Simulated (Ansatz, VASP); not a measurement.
# NbTeS (1T-NbSTe monolayer) in two plane-wave programs, part 2 of 2

Wanted: the spread between two codes on one cell, functional and k mesh. The structure shown is the start of the Ansatz relaxation below; VASP solves that cell, so the two are compared at the walk's first step.

VASP 6.6.1 and Ansatz 0.2.0.

So far: The structure; Ansatz: relaxation, PBE.

### Step 3. VASP: single point, PBE, start cell

Level of this step: PBE, zero-moment start; plane waves and PAW (Te, Nb_sv, S) (VASP).

The same cell, functional, mesh and smearing now go to VASP, with its own data sets.

Lines of VASP's logs that name or quote its potential files are left out, and so is its time.

INCAR reads:

```
SYSTEM = NbTeS
PREC = Accurate
ENCUT = 400
EDIFF = 1E-06
NELM = 200
ISMEAR = -1
SIGMA = 0.05
LREAL = .FALSE.
ALGO = Normal
GGA = PE
NBANDS = 20
ISPIN = 2
MAGMOM = -0 0 0
LASPH = .TRUE.
LMAXMIX = 4
LORBIT = 11
LWAVE = .FALSE.
LCHARG = .FALSE.
ISIF = 2
LDIPOL = .TRUE.
IDIPOL = 3
DIPOL = 0.5 0.5 0.288
LVHAR = .TRUE.
GGA_COMPAT = .FALSE.
NELMDL = -8
```

POSCAR reads:

```
NbTeS
1.0
    3.7238640000      0.0000000000      0.0000000000
   -1.8619320000      3.2249610000      0.0000000000
    0.0000000000      0.0000000000     30.3479020000
Te Nb S
1 1 1
Direct
    0.6666666667      0.3333333333      0.2306584488
    0.0000000000      0.0000000000      0.2936029318
    0.3333333333      0.6666666667      0.3385390858
```

KPOINTS reads:

```
Automatic mesh
0
Gamma
9 9 1
0 0 0
```

PAW data sets: Te, Nb_sv and S (PBE family, release 64).

Launch:

```console
$ mpirun -np 1 vasp_std
```

Numbers of over 12 decimals in the logs are rounded to 6 here.

Log:

```text
[banner, memory and clock lines left out]
running    1 mpi-ranks, on    1 nodes
 distrk:  each k-point on    1 cores,    1 groups
 distr:  one band on    1 cores,    1 groups

 POSCAR found type information on POSCAR TeNbS
 POSCAR found :  3 types and       3 ions
 LDA part: xc-table for (Slater+PW92), standard interpolation
 POSCAR, INCAR and KPOINTS ok, starting setup
 FFT: planning ... GRIDC
 FFT: planning ... GRID_SOFT
 FFT: planning ... GRID
 WAVECAR not read
 entering main loop
       N       E                     dE             d eps       ncg     rms          rms(c)
DAV:   1     0.123729099071E+03    0.12373E+03   -0.95974E+03  1344   0.718E+02
DAV:   2    -0.339002342565E+01   -0.12712E+03   -0.12480E+03  1336   0.195E+02
DAV:   3    -0.206545729988E+02   -0.17265E+02   -0.17141E+02  1868   0.595E+01
DAV:   4    -0.210283371285E+02   -0.37376E+00   -0.37044E+00  1388   0.936E+00
DAV:   5    -0.210475044776E+02   -0.19167E-01   -0.19104E-01  1648   0.202E+00
DAV:   6    -0.210479161288E+02   -0.41165E-03   -0.41094E-03  1384   0.313E-01
DAV:   7    -0.210479343627E+02   -0.18234E-04   -0.18221E-04  1660   0.639E-02
DAV:   8    -0.210479347622E+02   -0.39956E-06   -0.39954E-06  1252   0.899E-03    0.971E+00
DAV:   9    -0.197718431964E+02    0.12761E+01   -0.12603E+01  1568   0.178E+01    0.705E+00
DAV:  10    -0.194619293339E+02    0.30991E+00   -0.36973E+00  1340   0.873E+00    0.328E+00
DAV:  11    -0.194148313437E+02    0.47098E-01   -0.63635E-01  1304   0.420E+00    0.136E+00
DAV:  12    -0.194038946555E+02    0.10937E-01   -0.74718E-02  1264   0.135E+00    0.414E-01
DAV:  13    -0.194028224764E+02    0.10722E-02   -0.53533E-03  1312   0.461E-01    0.400E-01
DAV:  14    -0.194024585233E+02    0.36395E-03   -0.10735E-03  1280   0.187E-01    0.230E-01
[...]
DAV:  22    -0.194022204649E+02   -0.41283E-04   -0.14008E-06  1156   0.400E-03    0.200E-03
DAV:  23    -0.194022315184E+02   -0.11054E-04   -0.12535E-07  1024   0.160E-03    0.883E-04
DAV:  24    -0.194022431381E+02   -0.11620E-04   -0.17993E-07  1000   0.149E-03    0.539E-04
DAV:  25    -0.194022484861E+02   -0.53481E-05   -0.20211E-07  1004   0.129E-03    0.400E-04
DAV:  26    -0.194022516711E+02   -0.31849E-05   -0.41713E-08   928   0.701E-04    0.234E-04
DAV:  27    -0.194022542747E+02   -0.26036E-05   -0.39034E-08   840   0.587E-04    0.146E-04
DAV:  28    -0.194022559123E+02   -0.16376E-05   -0.22970E-08   856   0.490E-04    0.124E-04
DAV:  29    -0.194022567371E+02   -0.82478E-06   -0.85717E-09   780   0.348E-04
   1 F= -.19402257E+02 E0= -.19387536E+02  d E =-.294414E-01  mag=    -0.0001
```

OUTCAR, selected parts (step 3):

```text
ion  position               nearest neighbor table
   1  0.667  0.333  0.231-   2 2.88   2 2.88   2 2.88
   2  0.000  0.000  0.294-   3 2.55   3 2.55   3 2.55   1 2.88   1 2.88   1 2.88
   3  0.333  0.667  0.339-   2 2.55   2 2.55   2 2.55

  LATTYP: Found a hexagonal cell.
 ALAT       =     3.7238640000
 C/A-ratio  =     8.1495731316

 Subroutine GETGRP returns: Found  6 space group operations
 (whereof  6 operations were pure point group operations)

The static configuration has the point symmetry C_3v.

 Found     12 irreducible k-points:

   k-points           NKPTS =     12   k-points in BZ     NKDIM =     12   number of bands    NBANDS=     20

   dimension x,y,z NGX =    24 NGY =   24 NGZ =  200
   dimension x,y,z NGXF=    48 NGYF=   48 NGZF=  400

   ENCUT  =  400.0 eV  29.40 Ry    5.42 a.u.   6.07  6.07 49.49*2*pi/ulx,y,z

   NELECT =      25.0000    total number of electrons

 k-points in reciprocal lattice and weights: Automatic mesh
   0.00000000  0.00000000  0.00000000       0.012
   0.11111111  0.00000000  0.00000000       0.074
   0.22222222  0.00000000  0.00000000       0.074
   0.33333333  0.00000000  0.00000000       0.074
   0.44444444  0.00000000  0.00000000       0.074
   0.11111111  0.11111111  0.00000000       0.074
   0.22222222  0.11111111  0.00000000       0.148
   0.33333333  0.11111111  0.00000000       0.148
   0.44444444  0.11111111  0.00000000       0.074
   0.22222222  0.22222222  0.00000000       0.074
   0.33333333  0.22222222  0.00000000       0.148
   0.33333333  0.33333333  0.00000000       0.025

 dipolmoment           0.000000      0.000000      0.052143 electrons x Angstroem

 average (electrostatic) potential at core
       1 -96.9788       2 -92.3179       3 -94.2629

 E-fermi :  -2.5343

 spin component 1
 k-point     1 :       0.0000    0.0000    0.0000
  band No.  band energies     occupation
    ...
      8      -5.9939      1.00000
      9      -5.9939      1.00000
     10      -4.6746      1.00000
     11      -2.6997      0.96467
     12      -2.6997      0.96467
     13      -2.3236      0.01457
     14      -2.3236      0.01457
     15      -1.9329      0.00001
     16       0.8698      0.00000
     17       0.8698      0.00000
    ...

 k-point     2 :       0.1111    0.0000    0.0000
  band No.  band energies     occupation
    ...
      8      -6.2701      1.00000
      9      -5.9450      1.00000
     10      -4.4344      1.00000
     11      -3.6342      1.00000
     12      -3.1908      1.00000
     13      -2.4538      0.16641
     14      -1.8398      0.00000
     15      -1.5315      0.00000
     16       0.2653      0.00000
     17       0.7346      0.00000
    ...

 k-point     3 :       0.2222    0.0000    0.0000
  band No.  band energies     occupation
    ...
      9      -5.8573      1.00000
     10      -5.1872      1.00000
     11      -4.1803      1.00000
     12      -3.6303      1.00000
     13      -2.6853      0.95343
     14      -1.4738      0.00000
     15      -1.4389      0.00000
     16       0.0128      0.00000
     17       0.6082      0.00000
     18       2.0907      0.00000
    ...

 k-point     4 :       0.3333    0.0000    0.0000
  band No.  band energies     occupation
    ...
      9      -6.0224      1.00000
     10      -5.8389      1.00000
     11      -4.5205      1.00000
     12      -3.7840      1.00000
     13      -2.9404      0.99970
     14      -1.4154      0.00000
     15      -1.3180      0.00000
     16       0.4778      0.00000
     17       0.6810      0.00000
     18       2.6159      0.00000
    ...

 k-point     5 :       0.4444    0.0000    0.0000
  band No.  band energies     occupation
    ...
      9      -5.8753      1.00000
     10      -5.8437      1.00000
     11      -4.8178      1.00000
     12      -3.7707      1.00000
     13      -3.0390      0.99996
     14      -1.4311      0.00000
     15      -1.1230      0.00000
     16       0.7602      0.00000
     17       0.7947      0.00000
     18       2.2246      0.00000
    ...

 k-point     6 :       0.1111    0.1111    0.0000
  band No.  band energies     occupation
    ...
      8      -6.5437      1.00000
      9      -5.9115      1.00000
     10      -4.6255      1.00000
     11      -4.2052      1.00000
     12      -3.8063      1.00000
     13      -2.3688      0.03524
     14      -1.7799      0.00000
     15      -1.2726      0.00000
     16       0.1273      0.00000
     17       0.3300      0.00000
    ...

  Total       -3.7527338     -3.7527342     -1.3635065     -0.0000000      0.0000000      0.0000000
  in kB      -16.4972438    -16.4972456     -5.9940567     -0.0000000      0.0000000      0.0000000
  external PRESSURE =     -12.9961820 kB  Pullay stress =       0.0000000 kB

  energy-cutoff  :      400.00
  volume of cell :      364.46
      direct lattice vectors                 reciprocal lattice vectors
     3.723864000  0.000000000  0.000000000     0.268538271  0.155040635  0.000000000
    -1.861932000  3.224961000  0.000000000     0.000000000  0.310081269  0.000000000
     0.000000000  0.000000000 30.347902000     0.000000000  0.000000000  0.032951207

 POSITION                                       TOTAL-FORCE (eV/Angst)
 -----------------------------------------------------------------------------------
      1.86193      1.07499      7.00000        -0.000000     -0.000000      0.287092
      0.00000      0.00000      8.91023        -0.000000      0.000000      0.248825
     -0.00000      2.14997     10.27395         0.000000     -0.000000     -0.535917
 -----------------------------------------------------------------------------------
    total drift:                               -0.000000     -0.000001     -0.000362

  FREE ENERGIE OF THE ION-ELECTRON SYSTEM (eV)
  ---------------------------------------------------
  free  energy   TOTEN  =       -19.4022567371 eV

  energy  without entropy=      -19.3728153350  energy(sigma->0) =      -19.38753604

 vacuum level on the upper side and lower side of the slab         2.774         1.988

 total charge
# of ion       s       p       d       tot
------------------------------------------
    1        1.386   1.961   0.040   3.387
    2        2.149   6.001   2.302  10.452
    3        1.348   2.336   0.000   3.683
--------------------------------------------------
tot          4.883  10.297   2.342  17.522

 magnetization (x)
# of ion       s       p       d       tot
------------------------------------------
    1       -0.000   0.000  -0.000   0.000
    2       -0.000  -0.000  -0.000  -0.000
    3       -0.000  -0.000   0.000  -0.000
--------------------------------------------------
tot         -0.000  -0.000  -0.000  -0.000

[... 6 further parts left out ...]
```

This run allows spin, but its moments start at zero, where symmetry between the spins tends to hold them. Its electron count is odd, so without a moment it is a metal by construction.

### Step 4. Side by side

Known differences besides the potentials themselves: Ansatz cuts the interaction across the vacuum, VASP repeats the sheet with a dipole correction; the data sets hold 35 valence electrons in Ansatz (on its default PAW (the set named soft_2) files) and 25 in VASP; the cutoff is 420 eV in Ansatz and 400 eV in VASP. Total energies have different zeros and are not compared.

Forces (eV/Å; atoms numbered as in POSCAR):

```csv
atom,"Ansatz x, y, z","VASP x, y, z"
Te1,"0.000, 0.000, 0.281","0.000, 0.000, 0.287"
Nb2,"0.000, 0.000, 0.279","0.000, 0.000, 0.249"
S3,"0.000, 0.000, -0.560","0.000, 0.000, -0.536"
```

The forces differ by 13 meV/Å r.m.s., which is 6.0 % of the r.m.s. force of 0.219 eV/Å (both taken over all components). Moments aren't recorded for both runs of this pair, so they may hold unlike magnetic states. With vacuum in the cell, a pressure given here is an average over mostly empty space and none of the material.

### Step 5. Results

```yaml
r_m_s_force_difference_single_point_pbe_start_cell: 6.0 % of the r.m.s. force
```

In words: The r.m.s. force difference is 6.0 % of the r.m.s. force (single point, PBE, start cell), beyond the 3 % picked in this series as the mark of a large difference. The data sets hold unlike numbers of valence electrons (35 in Ansatz and 25 in VASP), so part of the differences comes from the potentials. What causes the difference of the single point, PBE, start cell pair stays open here. 1 further run of this series is not shown here. Such differences can come from data sets, numerical settings and the points named under the comparisons, not from the functional's error against experiment.

[Lines on the potential files, build, host, timing and source positions are cut from VASP's logs without a mark.]

[Logs are printed without paths, hosts, clocks, repeated set-up lines and the standing remarks that a program may print on its own settings, such as how far it seeks lower states.]

[Hosts, paths, dates, database ids (printed as entryN), source tags and the programs' standing remarks are cut or masked in the printed files.]
